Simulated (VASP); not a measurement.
Output of a VASP run:

File OUTCAR:
```
 ion  position               nearest neighbor table
   1  0.000  0.000  0.000-   2 2.29   2 2.29   2 2.29   2 2.29   2 2.29   2 2.29
   2  0.500  0.500  0.500-   1 2.29   1 2.29   1 2.29   1 2.29   1 2.29   1 2.29
  LATTYP: Found a face centered cubic cell.
 ALAT       =     4.5795620000
 Subroutine PRICEL returns:
 Original cell was already a primitive cell.
 Subroutine GETGRP returns: Found 48 space group operations
The static configuration has the point symmetry O_h .
The dynamic configuration has the point symmetry O_h .
 Subroutine INISYM returns: Found 48 space group operations
 Subroutine IBZKPT returns following result:
 Found     16 irreducible k-points:

 Following reciprocal coordinates:
            Coordinates               Weight
  0.000000  0.000000  0.000000      1.000000
  0.166667  0.000000  0.000000      8.000000
  0.333333  0.000000  0.000000      8.000000
  0.500000  0.000000  0.000000      4.000000
  0.166667  0.166667  0.000000      6.000000
  0.333333  0.166667  0.000000     24.000000
  0.500000  0.166667  0.000000     24.000000
 -0.333333  0.166667  0.000000     24.000000
 -0.166667  0.166667  0.000000     12.000000
  0.333333  0.333333  0.000000      6.000000
  0.500000  0.333333  0.000000     24.000000
 -0.333333  0.333333  0.000000     12.000000
  0.500000  0.500000  0.000000      3.000000
  0.500000  0.333333  0.166667     24.000000
 -0.333333  0.333333  0.166667     24.000000
 -0.333333  0.500000  0.166667     12.000000
 Subroutine IBZKPT_HF returns following result:
   k-points           NKPTS =     16   k-points in BZ     NKDIM =    216   number of bands    NBANDS=     11
   number of dos      NEDOS =    301   number of ions     NIONS =      2
   total plane-waves  NPLWV =   5832
   dimension x,y,z NGX =    18 NGY =   18 NGZ =   18
   dimension x,y,z NGXF=    36 NGYF=   36 NGZF=   36
   ions per type =               1   1
   PREC   = accura    normal or accurate (medium, high low for compatibility)
   ISTART =      0    job   : 0-new  1-cont  2-samecut
   ICHARG =      2    charge: 1-file 2-atom 10-const
   ISPIN  =      1    spin polarized calculation?
   LNONCOLLINEAR =      F non collinear calculations
   LSORBIT =      F    spin-orbit coupling
   INIWAV =      1    electr: 0-lowe 1-rand  2-diag
   ENCUT  =  280.0 eV  20.58 Ry    4.54 a.u.   4.42  4.42  4.42*2*pi/ulx,y,z
   NELM   =    100;   NELMIN=  2; NELMDL= -5     # of ELM steps
   EDIFF  = 0.1E-05   stopping-criterion for ELM
   LREAL  =      F    real-space projection
   NLSPLINE    = F    spline interpolate recip. space projectors
   LMAXMIX     =    2 max onsite mixed and CHGCAR
   VOSKOWN=      0    Vosko Wilk Nusair interpolation
   EDIFFG = 0.1E-04   stopping-criterion for IOM
   NSW    =      0    number of steps for IOM
   NBLOCK =      1;   KBLOCK =      1    inner block; outer block
   IBRION =     -1    ionic relax: 0-MD 1-quasi-New 2-CG
   NFREE  =      0    steps in history (QN), initial steepest desc. (CG)
   ISIF   =      2    stress and relaxation
   ISYM   =      3    0-nonsym 1-usesym 2-fastsym
   TEIN   =    0.0    initial temperature
   TEBEG  =    0.0;   TEEND  =   0.0 temperature during run
   SMASS  =  -3.00    Nose mass-parameter (am)
   PSTRESS=    0.0 pullay stress
   NELECT =      14.0000    total number of electrons
   EFERMI =   0.00;   METHOD = LEGACY
   ISMEAR =    -1;   SIGMA  =   0.05  broadening in eV -4-tet -1-fermi 0-gaus
   IALGO  =     38    algorithm
   LDIAG  =      T    sub-space diagonalisation (order eigenvalues)
   IMIX   =      1    mixing-type and parameters
     AMIX     =   0.40;   BMIX     =  1.00
     AMIX_MAG =   1.60;   BMIX_MAG =  1.00
     AMIN     =   0.10
   GGA     = PE    functional components
   VOSKOWN =     0    Vosko Wilk Nusair interpolation
   LHFCALC =     T    Hartree Fock is set to
   NKREDX  =     1    reduce k-point grid by
   AEXX    =    0.2500 exact exchange contribution
   HFSCREEN=    0.2000 screening length (either q_TF or 0.3 A-1)
   HFRCUT  =    0.0000 spherical cutoff for potential kernel
...
```

### OSZICAR
```
       N       E                     dE             d eps       ncg     rms          rms(c)
DAV:   1    -0.368075920171E+02   -0.36808E+02   -0.61807E+03   406   0.107E+03
DAV:   2    -0.111433065557E+03   -0.74625E+02   -0.70859E+02   372   0.273E+02
DAV:   3    -0.114159273453E+03   -0.27262E+01   -0.27216E+01   400   0.554E+01
DAV:   4    -0.114176065173E+03   -0.16792E-01   -0.16789E-01   382   0.472E+00
DAV:   5    -0.113528763552E+02    0.10282E+03   -0.68115E-01   391   0.168E+01    0.473E+00
DAV:   6    -0.106864890563E+02    0.66639E+00   -0.11905E+00   385   0.109E+01    0.276E+00
DAV:   7    -0.106408601218E+02    0.45629E-01   -0.16544E-01   396   0.477E+00    0.193E+00
DAV:   8    -0.106181983291E+02    0.22662E-01   -0.90794E-03   370   0.146E+00    0.113E+00
DAV:   9    -0.106102498408E+02    0.79485E-02   -0.55138E-03   364   0.102E+00    0.620E-01
DAV:  10    -0.106080062227E+02    0.22436E-02   -0.12505E-03   373   0.699E-01    0.357E-01
DAV:  11    -0.106073122265E+02    0.69400E-03   -0.48000E-04   370   0.482E-01    0.213E-01
DAV:  12    -0.106071370398E+02    0.17519E-03   -0.21738E-04   370   0.299E-01    0.129E-01
DAV:  13    -0.106071077196E+02    0.29320E-04   -0.83550E-05   364   0.176E-01    0.776E-02
DAV:  14    -0.106071094700E+02   -0.17504E-05   -0.29386E-05   367   0.107E-01    0.465E-02
DAV:  15    -0.106071158654E+02   -0.63954E-05   -0.11335E-05   367   0.661E-02    0.279E-02
DAV:  16    -0.106071205213E+02   -0.46559E-05   -0.47919E-06   364   0.414E-02    0.168E-02
DAV:  17    -0.106071232613E+02   -0.27400E-05   -0.17741E-06   364   0.260E-02    0.102E-02
DAV:  18    -0.106071247142E+02   -0.14529E-05   -0.74846E-07   370   0.161E-02    0.626E-03
DAV:  19    -0.106071254251E+02   -0.71095E-06   -0.29578E-07   361   0.999E-03
   1 F= -.10607125E+02 E0= -.10607125E+02  d E =-.827569E-10
```

OUTCAR:
```
------------------------ aborting loop because EDIFF is reached ----------------------------------------
  FORCE on cell =-STRESS in cart. coord.  units (eV):
  Direction    XX          YY          ZZ          XY          YZ          ZX
  --------------------------------------------------------------------------------------
  Total      -10.3088136    -10.3088136    -10.3088136      0.0000000      0.0000000      0.0000000
  in kB     -687.8716856   -687.8716856   -687.8716856      0.0000000      0.0000000      0.0000000
  external PRESSURE =    -687.8716856 kB  Pullay stress =       0.0000000 kB
  volume of cell :       24.01
      direct lattice vectors                 reciprocal lattice vectors
     0.000000000  2.289781000  2.289781000    -0.218361494  0.218361494  0.218361494
     2.289781000  0.000000000  2.289781000     0.218361494 -0.218361494  0.218361494
     2.289781000  2.289781000  0.000000000     0.218361494  0.218361494 -0.218361494
  FREE ENERGIE OF THE ION-ELECTRON SYSTEM (eV)
  ---------------------------------------------------
  free  energy   TOTEN  =       -10.6071254251 eV

  energy  without entropy=      -10.6071254251  energy(sigma->0) =      -10.60712543

  exchange ACFDT corr.  =         0.00000000  see jH, gK, PRB 81, 115126
```
(Selected blocks of OUTCAR.)

File POSCAR:
```
NaF
1
    0.0000000000     2.2897810000     2.2897810000
    2.2897810000     0.0000000000     2.2897810000
    2.2897810000     2.2897810000     0.0000000000
Na F
1 1
Direct
  0.0000000000   0.0000000000   0.0000000000
  0.5000000000   0.5000000000   0.5000000000
```

Reconstruct the remaining input files.

One answer among several that fit: the input of the run itself, HSE06 screened hybrid, plane waves, VASP's PBE PAW potentials (set 64).

**INCAR**
```
AEXX = 0.25
ALGO = Normal
EDIFF = 1E-6
ENCUT = 280
GGA = PE
HFSCREEN = 0.2
ISIF = 2
ISMEAR = -1
ISYM = 3
LASPH = .True.
LCHARG = .False.
LHFCALC = .True.
LREAL = .False.
LWAVE = .False.
NELM = 100
PREC = Accurate
PRECFOCK = Fast
SIGMA = 0.05
SYSTEM = NaF
```

KPOINTS:
```
kpoints
0
G
 6 6 6
```

POTCAR, in this order: Na_pv F (PBE.64 set). Program: vasp_std.

At this cut-off the stress carries a Pulay error, which pulls relaxed volumes low.

The structure comes from a computed database's NaF entry; how it stands against other phases isn't given here. The cell was not relaxed at this level. The run is one of a series of settings (AEXX = 0.25, ENCUT = 280, HFSCREEN = 0.2, ISYM = 3, LHFCALC = .TRUE., PRECFOCK = Fast, KPOINTS 6×6×6 Γ-centred mesh against the base run), some of them coarse on purpose.
